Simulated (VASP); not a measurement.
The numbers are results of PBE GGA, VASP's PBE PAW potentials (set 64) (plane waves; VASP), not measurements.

Input for VASP

File POSCAR:
```
Ni16S
1.0
  4.9722995727   0.0000000000   0.0000000000
  2.4861497864   4.3061375725   0.0000000000
  0.0000000000   0.0000000000  20.0736766108
Ni S
16 1
direct
  0.0000000000   0.0000000000   0.3483140000
  0.5000000000   0.0000000000   0.3483140000
  0.0000000000   0.5000000000   0.3483140000
  0.5000000000   0.5000000000   0.3483140000
  0.1666670000   0.1666670000   0.4494380000
  0.6666670000   0.1666670000   0.4494380000
  0.1666670000   0.6666670000   0.4494380000
  0.6666670000   0.6666670000   0.4494380000
 -0.1666670000   0.3333330000   0.5505620000
  0.3333330000   0.3333330000   0.5505620000
 -0.1666670000   0.8333330000   0.5505620000
  0.3333330000   0.8333330000   0.5505620000
  0.0000000000   0.0000000000   0.6516860000
  0.5000000000   0.0000000000   0.6516860000
  0.0000000000   0.5000000000   0.6516860000
  0.5000000000   0.5000000000   0.6516860000
  0.1666670000   0.1666670000   0.7200550000
```

KPOINTS:
```
Automatic mesh
0
Gamma
6 6 1
0 0 0
```

INCAR:
```
SYSTEM = Ni16S
PREC = Normal
ENCUT = 400
EDIFF = 1E-5
NELM = 100
ALGO = Normal
LREAL = .FALSE.
LASPH = .TRUE.
ISMEAR = 1
SIGMA = 0.1
GGA = PE
LMAXMIX = 4
ISPIN = 2
MAGMOM = 0.8 0.8 0.8 0.8 0.8 0.8 0.8 0.8 0.8 0.8 0.8 0.8 0.8 0.8 0.8 0.8 0.0
LORBIT = 10
LWAVE = .TRUE.
LCHARG = .FALSE.
NELMIN = 4
LDIPOL = .TRUE.
IDIPOL = 3
DIPOL = 0.5 0.5 0.5
IBRION = 2
ISIF = 2
NSW = 50
EDIFFG = -0.03
```

POTCAR, in this order: Ni S (PBE.64 set). Program: vasp_std.

Output

### OSZICAR
```
...
DAV:  10    -0.886004800937E+02    0.51062E-03   -0.12023E-03  3255   0.706E-01    0.162E-01
DAV:  11    -0.886006837562E+02   -0.20366E-03   -0.69815E-04  3733   0.441E-01    0.262E-01
DAV:  12    -0.886004964969E+02    0.18726E-03   -0.52770E-04  3175   0.406E-01    0.731E-02
DAV:  13    -0.886005375951E+02   -0.41098E-04   -0.82775E-05  3471   0.154E-01    0.669E-02
DAV:  14    -0.886005501388E+02   -0.12544E-04   -0.36018E-05  2104   0.126E-01    0.451E-02
DAV:  15    -0.886005924581E+02   -0.42319E-04   -0.18408E-05  1822   0.537E-02    0.177E-02
DAV:  16    -0.886006442088E+02   -0.51751E-04   -0.10051E-05  1863   0.289E-02    0.107E-02
DAV:  17    -0.886006875348E+02   -0.43326E-04   -0.51534E-06  1741   0.201E-02    0.179E-02
DAV:  18    -0.886007402040E+02   -0.52669E-04   -0.51496E-06  1805   0.211E-02    0.739E-03
DAV:  19    -0.886007662815E+02   -0.26077E-04   -0.21842E-06  1724   0.114E-02    0.111E-02
DAV:  20    -0.886007851769E+02   -0.18895E-04   -0.21317E-06  1699   0.155E-02    0.611E-03
DAV:  21    -0.886008027076E+02   -0.17531E-04   -0.12771E-06  1757   0.617E-03    0.262E-03
DAV:  22    -0.886008065776E+02   -0.38700E-05   -0.60183E-07  1748   0.322E-03
   5 F= -.88600807E+02 E0= -.88602923E+02  d E =-.318432E-01  mag=    10.9565
       N       E                     dE             d eps       ncg     rms          rms(c)
DAV:   1    -0.886015100914E+02   -0.70738E-03   -0.60711E-01  2940   0.239E+00    0.270E-01
DAV:   2    -0.886070329044E+02   -0.55228E-02   -0.20020E-02  4085   0.156E+00    0.140E+00
DAV:   3    -0.886063257362E+02    0.70717E-03   -0.33101E-02  3198   0.222E+00    0.121E+00
DAV:   4    -0.886034114212E+02    0.29143E-02   -0.13138E-02  3189   0.177E+00    0.519E-01
DAV:   5    -0.886027762526E+02    0.63517E-03   -0.16179E-03  3237   0.723E-01    0.212E-01
DAV:   6    -0.886026748998E+02    0.10135E-03   -0.72314E-04  3206   0.461E-01    0.129E-01
DAV:   7    -0.886027044259E+02   -0.29526E-04   -0.31673E-04  3531   0.262E-01    0.142E-01
DAV:   8    -0.886026535991E+02    0.50827E-04   -0.17584E-04  3173   0.235E-01    0.851E-02
DAV:   9    -0.886026919531E+02   -0.38354E-04   -0.15874E-04  3275   0.226E-01    0.121E-01
DAV:  10    -0.886026443609E+02    0.47592E-04   -0.13243E-04  3227   0.210E-01    0.473E-02
DAV:  11    -0.886026526496E+02   -0.82887E-05   -0.44276E-05  2262   0.123E-01
   6 F= -.88602653E+02 E0= -.88604804E+02  d E =-.184607E-02  mag=    10.9594
       N       E                     dE             d eps       ncg     rms          rms(c)
DAV:   1    -0.886015442847E+02    0.11001E-02   -0.67897E-01  2940   0.253E+00    0.293E-01
DAV:   2    -0.886098863060E+02   -0.83420E-02   -0.26995E-02  4221   0.188E+00    0.177E+00
DAV:   3    -0.886066426620E+02    0.32436E-02   -0.43732E-02  3206   0.254E+00    0.122E+00
DAV:   4    -0.886035523031E+02    0.30904E-02   -0.13557E-02  3198   0.185E+00    0.514E-01
DAV:   5    -0.886029332083E+02    0.61909E-03   -0.17960E-03  3271   0.733E-01    0.212E-01
DAV:   6    -0.886028479623E+02    0.85246E-04   -0.83119E-04  3247   0.488E-01    0.143E-01
DAV:   7    -0.886028724667E+02   -0.24504E-04   -0.35895E-04  3469   0.277E-01    0.156E-01
DAV:   8    -0.886028131518E+02    0.59315E-04   -0.18766E-04  3196   0.242E-01    0.901E-02
DAV:   9    -0.886028501351E+02   -0.36983E-04   -0.16831E-04  3269   0.233E-01    0.123E-01
DAV:  10    -0.886028049875E+02    0.45148E-04   -0.13422E-04  3185   0.216E-01    0.515E-02
DAV:  11    -0.886028166453E+02   -0.11658E-04   -0.51653E-05  2389   0.133E-01    0.590E-02
DAV:  12    -0.886028126497E+02    0.39956E-05   -0.25613E-05  1886   0.965E-02
   7 F= -.88602813E+02 E0= -.88604982E+02  d E =-.200607E-02  mag=    10.9633
       N       E                     dE             d eps       ncg     rms          rms(c)
DAV:   1    -0.886027888746E+02    0.27771E-04   -0.91430E-02  2952   0.928E-01    0.101E-01
DAV:   2    -0.886031021562E+02   -0.31328E-03   -0.17169E-03  4062   0.428E-01    0.220E-01
DAV:   3    -0.886035738194E+02   -0.47166E-03   -0.25147E-03  3214   0.774E-01    0.490E-01
DAV:   4    -0.886031615793E+02    0.41224E-03   -0.27457E-03  3237   0.639E-01    0.297E-01
DAV:   5    -0.886030060133E+02    0.15557E-03   -0.55342E-04  3138   0.333E-01    0.104E-01
DAV:   6    -0.886029799889E+02    0.26024E-04   -0.97667E-05  2851   0.194E-01    0.447E-02
DAV:   7    -0.886029914276E+02   -0.11439E-04   -0.35098E-05  2113   0.983E-02    0.504E-02
DAV:   8    -0.886029888588E+02    0.25688E-05   -0.28359E-05  1808   0.102E-01
   8 F= -.88602989E+02 E0= -.88605141E+02  d E =-.218228E-02  mag=    10.9634
       N       E                     dE             d eps       ncg     rms          rms(c)
DAV:   1    -0.886031698413E+02   -0.17841E-03   -0.59902E-01  2942   0.236E+00    0.242E-01
DAV:   2    -0.886067947052E+02   -0.36249E-02   -0.11543E-02  3885   0.145E+00    0.111E+00
DAV:   3    -0.886078751494E+02   -0.10804E-02   -0.24829E-02  3285   0.195E+00    0.129E+00
DAV:   4    -0.886042610412E+02    0.36141E-02   -0.15700E-02  3205   0.173E+00    0.440E-01
DAV:   5    -0.886039066707E+02    0.35437E-03   -0.11771E-03  3479   0.540E-01    0.179E-01
DAV:   6    -0.886038655815E+02    0.41089E-04   -0.45236E-04  3246   0.348E-01    0.141E-01
DAV:   7    -0.886038915638E+02   -0.25982E-04   -0.29380E-04  3337   0.286E-01    0.157E-01
DAV:   8    -0.886038173885E+02    0.74175E-04   -0.17296E-04  3144   0.253E-01    0.561E-02
DAV:   9    -0.886038440834E+02   -0.26695E-04   -0.12395E-04  3105   0.186E-01    0.105E-01
DAV:  10    -0.886038115103E+02    0.32573E-04   -0.83723E-05  2818   0.161E-01    0.373E-02
DAV:  11    -0.886038192205E+02   -0.77101E-05   -0.22623E-05  1782   0.941E-02
   9 F= -.88603819E+02 E0= -.88606001E+02  d E =-.830362E-03  mag=    10.9602
       N       E                     dE             d eps       ncg     rms          rms(c)
DAV:   1    -0.886037052915E+02    0.10622E-03   -0.11741E-01  2942   0.105E+00    0.114E-01
DAV:   2    -0.886051282234E+02   -0.14229E-02   -0.38039E-03  3909   0.782E-01    0.755E-01
DAV:   3    -0.886044714585E+02    0.65676E-03   -0.72062E-03  3252   0.103E+00    0.506E-01
DAV:   4    -0.886039038603E+02    0.56760E-03   -0.25308E-03  3210   0.771E-01    0.187E-01
DAV:   5    -0.886038366303E+02    0.67230E-04   -0.22818E-04  3334   0.234E-01    0.658E-02
DAV:   6    -0.886038345069E+02    0.21234E-05   -0.89387E-05  3015   0.156E-01
  10 F= -.88603835E+02 E0= -.88605985E+02  d E =-.845648E-03  mag=    10.9587
       N       E                     dE             d eps       ncg     rms          rms(c)
DAV:   1    -0.886038373317E+02   -0.70136E-06   -0.13203E-02  2989   0.368E-01    0.758E-02
DAV:   2    -0.886052973782E+02   -0.14600E-02   -0.29738E-03  3470   0.841E-01    0.732E-01
DAV:   3    -0.886044953901E+02    0.80199E-03   -0.59189E-03  3333   0.985E-01    0.516E-01
DAV:   4    -0.886038494990E+02    0.64589E-03   -0.14549E-03  3232   0.496E-01    0.644E-02
DAV:   5    -0.886038722468E+02   -0.22748E-04   -0.10339E-04  3440   0.161E-01    0.587E-02
DAV:   6    -0.886038750529E+02   -0.28061E-05   -0.50001E-05  2679   0.111E-01
  11 F= -.88603875E+02 E0= -.88606048E+02  d E =-.886194E-03  mag=    10.9580
       N       E                     dE             d eps       ncg     rms          rms(c)
DAV:   1    -0.886037905742E+02    0.81673E-04   -0.23874E-01  2940   0.149E+00    0.168E-01
DAV:   2    -0.886058320377E+02   -0.20415E-02   -0.71711E-03  4197   0.940E-01    0.851E-01
DAV:   3    -0.886060658479E+02   -0.23381E-03   -0.14231E-02  3246   0.143E+00    0.875E-01
DAV:   4    -0.886043956137E+02    0.16702E-02   -0.57585E-03  3226   0.111E+00    0.271E-01
DAV:   5    -0.886042214829E+02    0.17413E-03   -0.45179E-04  3262   0.405E-01    0.982E-02
DAV:   6    -0.886042314188E+02   -0.99359E-05   -0.20655E-04  3219   0.213E-01    0.931E-02
DAV:   7    -0.886042322939E+02   -0.87506E-06   -0.10023E-04  3134   0.159E-01    0.574E-02
DAV:   8    -0.886042329707E+02   -0.67682E-06   -0.63512E-05  2895   0.158E-01
  12 F= -.88604233E+02 E0= -.88606411E+02  d E =-.357918E-03  mag=    10.9585
```

OUTCAR:
```
------------------------ aborting loop because EDIFF is reached ----------------------------------------
  FORCE on cell =-STRESS in cart. coord.  units (eV):
  Direction    XX          YY          ZZ          XY          YZ          ZX
  --------------------------------------------------------------------------------------
  Total       -3.1875608     -3.1875605     -0.5442071     -0.0000000     -0.0000000     -0.0000000
  in kB      -11.8822025    -11.8822015     -2.0286291     -0.0000000     -0.0000000     -0.0000000
  external PRESSURE =      -8.5976777 kB  Pullay stress =       0.0000000 kB
  volume of cell :      429.81
      direct lattice vectors                 reciprocal lattice vectors
     4.972299573  0.000000000  0.000000000     0.201114190 -0.116113336  0.000000000
     2.486149786  4.306137572  0.000000000     0.000000000  0.232226673  0.000000000
     0.000000000  0.000000000 20.073676611     0.000000000  0.000000000  0.049816485
 POSITION                                       TOTAL-FORCE (eV/Angst)
 -----------------------------------------------------------------------------------
      0.00121      0.00070      7.00996        -0.003808     -0.002199     -0.009354
      2.48494      0.00070      7.00996         0.003808     -0.002199     -0.009354
      1.24307      2.15168      7.00996         0.000000      0.004397     -0.009354
      3.72922      2.15307      6.99143         0.000000      0.000000     -0.000379
      1.24308      0.71769      9.02383         0.000000      0.000000     -0.016480
      3.72923      0.71940      8.99997         0.000000      0.002867      0.004335
      2.48763      2.86991      8.99997         0.002483     -0.001433      0.004335
      4.97083      2.86991      8.99997        -0.002483     -0.001433      0.004335
      4.96876      1.43742     11.03014         0.001880     -0.001085      0.002309
      2.48968      1.43742     11.03014        -0.001880     -0.001085      0.002309
      6.21537      3.58845     11.02021         0.000000      0.000000     -0.001712
      3.72922      3.58436     11.03014         0.000000      0.002170      0.002309
      7.42699      4.28798     13.06982         0.002037      0.001176      0.003180
      5.00376      4.28798     13.06982        -0.002037      0.001176      0.003180
      6.21537      2.18939     13.06982        -0.000000     -0.002352      0.003180
      3.72922      2.15307     13.05364         0.000000      0.000000      0.001063
      1.24308      0.71769     14.62476         0.000000      0.000000      0.016098
 -----------------------------------------------------------------------------------
    total drift:                               -0.000303     -0.000174      0.014532
  FREE ENERGIE OF THE ION-ELECTRON SYSTEM (eV)
  ---------------------------------------------------
  free  energy   TOTEN  =       -88.6042329707 eV

  energy  without entropy=      -88.6107678063  energy(sigma->0) =      -88.60641125

 total charge

# of ion       s       p       d       tot
------------------------------------------
    1        0.493   0.390   8.303   9.187
    2        0.493   0.390   8.303   9.187
    3        0.493   0.390   8.303   9.187
    4        0.495   0.388   8.293   9.176
    5        0.500   0.507   8.310   9.318
    6        0.500   0.507   8.307   9.314
    7        0.500   0.507   8.307   9.314
    8        0.500   0.507   8.307   9.314
    9        0.496   0.498   8.303   9.298
   10        0.496   0.498   8.303   9.298
   11        0.506   0.501   8.322   9.330
   12        0.496   0.498   8.303   9.298
   13        0.504   0.514   8.342   9.359
   14        0.504   0.514   8.342   9.359
   15        0.504   0.514   8.342   9.359
   16        0.460   0.376   8.334   9.170
   17        1.359   2.297   0.000   3.656
--------------------------------------------------
tot          9.301   9.797 133.025 152.122

 magnetization (x)

# of ion       s       p       d       tot
------------------------------------------
    1       -0.006  -0.024   0.739   0.708
    2       -0.006  -0.024   0.739   0.708
    3       -0.006  -0.024   0.739   0.708
    4        0.000  -0.024   0.785   0.761
    5       -0.005  -0.024   0.787   0.758
    6       -0.005  -0.025   0.768   0.739
    7       -0.005  -0.025   0.768   0.739
    8       -0.005  -0.025   0.768   0.739
    9       -0.006  -0.024   0.749   0.720
   10       -0.006  -0.024   0.749   0.720
   11       -0.004  -0.021   0.607   0.581
   12       -0.006  -0.024   0.749   0.720
   13       -0.005  -0.017   0.577   0.555
   14       -0.005  -0.017   0.577   0.555
   15       -0.005  -0.017   0.577   0.555
   16       -0.010  -0.015   0.767   0.742
   17        0.002   0.087   0.000   0.089
--------------------------------------------------
tot         -0.083  -0.264  11.444  11.096

 reached required accuracy - stopping structural energy minimisation
```
(Selected blocks of OUTCAR.)

### CONTCAR
```
Ni16S
   1.00000000000000
     4.9722995726999999    0.0000000000000000    0.0000000000000000
     2.4861497864000000    4.3061375725000000    0.0000000000000000
     0.0000000000000000    0.0000000000000000   20.0736766107999998
  Ni              S
    16     1
Direct
     0.0001616060503341    0.0001616060503341    0.3492115469883237
     0.4996767878993316    0.0001616060503341    0.3492115469883237
     0.0001616060503341    0.4996767878993316    0.3492115469883237
     0.5000000000000000    0.5000000000000000    0.3482886871607297
     0.1666669999999968    0.1666669999999968    0.4495353601385871
     0.6664690633262380    0.1670628733475144    0.4483468870972009
     0.1670628733475144    0.6664690633262380    0.4483468870972009
     0.6664690633262380    0.6664690633262380    0.4483468870972009
     0.8323849029369530    0.3338070485315283    0.5494829192843114
     0.3338070485315283    0.3338070485315283    0.5494829192843114
     0.8333330000000032    0.8333330000000032    0.5489882039741630
     0.3338070485315283    0.8323849029369530    0.5494829192843114
     0.9957822779422418    0.9957822779422418    0.6510925520740283
     0.5084354441155166    0.9957822779422418    0.6510925520740283
     0.9957822779422418    0.5084354441155166    0.6510925520740283
     0.5000000000000000    0.5000000000000000    0.6502866948015255
     0.1666669999999968    0.1666669999999968    0.7285543375934047
```

### OUTCAR
```
 val. band max:        1.1981480826   @ k =  -0.3333   0.3333   0.0000

 cond. band min:       1.2059478665   @ k =   0.1667  -0.0000   0.0000


 Fermi energy:         1.2042607698

 spin component 1

 k-point     1 :       0.0000    0.0000    0.0000
  band No.  band energies     occupation
      1     -12.0938      1.00000
      2      -7.3242      1.00000
      3      -5.9199      1.00000
      4      -4.4022      1.00000
      5      -3.7922      1.00000
      6      -3.5963      1.00000
      7      -3.5963      1.00000
      8      -3.5295      1.00000
      9      -3.3852      1.00000
     10      -3.3852      1.00000
     11      -3.3092      1.00000
     12      -3.2478      1.00000
     13      -3.2280      1.00000
     14      -3.2279      1.00000
     15      -2.9247      1.00000
     16      -2.8994      1.00000
     17      -2.8994      1.00000
     18      -2.7896      1.00000
     19      -2.7728      1.00000
     20      -2.7728      1.00000
     21      -2.4342      1.00000
     22      -2.4342      1.00000
     23      -2.4277      1.00000
     24      -2.0716      1.00000
     25      -2.0716      1.00000
     26      -1.7573      1.00000
     27      -1.4665      1.00000
     28      -1.4665      1.00000
     29      -1.4107      1.00000
     30      -1.3560      1.00000
     31      -1.3362      1.00000
     32      -1.3362      1.00000
     33      -1.3048      1.00000
     34      -1.2488      1.00000
     35      -1.2488      1.00000
     36      -1.1589      1.00000
     37      -1.1589      1.00000
     38      -1.1136      1.00000
     39      -1.1055      1.00000
     40      -1.0622      1.00000
     41      -1.0622      1.00000
     42      -0.9931      1.00000
     43      -0.9922      1.00000
     44      -0.9922      1.00000
     45      -0.9322      1.00000
     46      -0.9322      1.00000
     47      -0.8241      1.00000
     48      -0.7343      1.00000
     49      -0.7343      1.00000
...
```

The moments were started parallel, and other spin orders were not tried in this run.

The cell is a thin slab with vacuum, built from Ni (fcc): (111) face, S adsorbed.
